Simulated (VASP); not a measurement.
Output of a VASP run:

OSZICAR:
```
       N       E                     dE             d eps       ncg     rms           ort
DAV:   1     0.158991730204E+03    0.15899E+03   -0.87296E+03   420   0.109E+03
DAV:   2     0.969921099205E+01   -0.14929E+03   -0.14516E+03   420   0.284E+02
DAV:   3    -0.119034359552E+02   -0.21603E+02   -0.20849E+02   420   0.996E+01
DAV:   4    -0.156527990483E+02   -0.37494E+01   -0.36505E+01   420   0.448E+01
DAV:   5    -0.164363092946E+02   -0.78351E+00   -0.77660E+00   420   0.173E+01
SDA:   6    -0.111329514010E+02    0.53034E+01   -0.92402E+01   420   0.231E+02   0.000E+00
DMP:   7    -0.147629524904E+02   -0.36300E+01   -0.42387E-02   420   0.197E+01  -0.512E+01
DMP:   8    -0.145796621185E+02    0.18329E+00   -0.13999E+01   420   0.384E+01  -0.883E+00
DMP:   9    -0.152484045554E+02   -0.66874E+00   -0.97979E-02   420   0.896E-01  -0.170E+00
DMP:  10    -0.151818425809E+02    0.66562E-01   -0.18446E+00   420   0.600E+00  -0.363E+00
DMP:  11    -0.152852567411E+02   -0.10341E+00   -0.16000E-01   420   0.194E-01   0.539E-01
DMP:  12    -0.152793069116E+02    0.59498E-02   -0.21270E-01   420   0.799E-01  -0.700E-01
DMP:  13    -0.152933180423E+02   -0.14011E-01   -0.60021E-02   420   0.856E-02   0.169E-01
DMP:  14    -0.152941356301E+02   -0.81759E-03   -0.16965E-02   420   0.844E-02  -0.110E-01
DMP:  15    -0.152954377098E+02   -0.13021E-02   -0.14451E-02   420   0.276E-02   0.224E-02
DMP:  16    -0.152959343164E+02   -0.49661E-03   -0.63818E-04   420   0.596E-03  -0.114E-02
DMP:  17    -0.152959743476E+02   -0.40031E-04   -0.25154E-03   420   0.613E-03   0.406E-04
DMP:  18    -0.152960931678E+02   -0.11882E-03   -0.51007E-05   420   0.247E-04  -0.312E-04
DMP:  19    -0.152960858609E+02    0.73068E-05   -0.33570E-04   420   0.102E-03  -0.478E-04
DMP:  20    -0.152961058047E+02   -0.19944E-04   -0.43280E-05   420   0.499E-05   0.153E-04
DMP:  21    -0.152961057914E+02    0.13294E-07   -0.35999E-05   420   0.133E-04  -0.114E-04
DMP:  22    -0.152961082975E+02   -0.25061E-05   -0.14437E-05   420   0.220E-05   0.369E-05
DMP:  23    -0.152961086735E+02   -0.37605E-06   -0.30509E-06   420   0.133E-05  -0.149E-05
   1 F= -.15296109E+02 E0= -.15296109E+02  d E =-.167758E-13
```

OUTCAR:
```
------------------------ aborting loop because EDIFF is reached ----------------------------------------
  FORCE on cell =-STRESS in cart. coord.  units (eV):
  Direction    XX          YY          ZZ          XY          YZ          ZX
  --------------------------------------------------------------------------------------
  Total        3.6239560      3.6239561      3.0940334      0.0000000      0.0000000      0.0000000
  in kB      106.1514161    106.1514210     90.6291442      0.0000000      0.0000000      0.0000000
  external PRESSURE =     100.9773271 kB  Pullay stress =       0.0000000 kB
  volume of cell :       54.70
      direct lattice vectors                 reciprocal lattice vectors
     1.770000000 -3.065730000  0.000000000     0.282485876 -0.163093293  0.000000000
     1.770000000  3.065730000  0.000000000     0.282485876  0.163093293  0.000000000
     0.000000000  0.000000000  5.040000000     0.000000000  0.000000000  0.198412698
 POSITION                                       TOTAL-FORCE (eV/Angst)
 -----------------------------------------------------------------------------------
      0.00000      0.00000      0.00000         0.000000      0.000000      0.000000
      1.77000      1.02191      1.15920         0.000000      0.000000      1.017086
      1.77000     -1.02191      3.88080        -0.000000     -0.000000     -1.017086
 -----------------------------------------------------------------------------------
    total drift:                               -0.000000     -0.000000      0.000000
  FREE ENERGIE OF THE ION-ELECTRON SYSTEM (eV)
  ---------------------------------------------------
  free  energy   TOTEN  =       -15.2961086735 eV

  energy  without entropy=      -15.2961086735  energy(sigma->0) =      -15.29610867
```
(Selected blocks of OUTCAR.)

### POSCAR
```
PtS2
1
    1.7700000000    -3.0657300000     0.0000000000
    1.7700000000     3.0657300000     0.0000000000
    0.0000000000     0.0000000000     5.0400000000
Pt S
1 2
Direct
  0.0000000000   0.0000000000   0.0000000000
  0.3333330000   0.6666670000   0.2300000000
  0.6666670000   0.3333330000   0.7700000000
```

Q: Write an INCAR and KPOINTS that could have produced this output.

A: One answer among several that fit: the input of the run itself, PBE GGA, plane waves, VASP's PBE PAW potentials (set 64).

### INCAR
```
SYSTEM = PtS2
PREC = Accurate
ENCUT = 400
EDIFF = 1E-6
NELM = 100
ALGO = Damped
LREAL = .FALSE.
LASPH = .TRUE.
ISMEAR = 0
SIGMA = 0.05
GGA = PE
LMAXMIX = 6
LWAVE = .FALSE.
LCHARG = .FALSE.
ISIF = 2
```

### KPOINTS
```
K-points
0
Gamma
7 7 4
```

POTCAR, in this order: Pt S (PBE.64 set). Program: vasp_std.

The compound is PtS2 in the 1T layered structure. The cell was not relaxed at this level. The run is one of a series of settings (ALGO = Damped against the base run), some of them coarse on purpose.
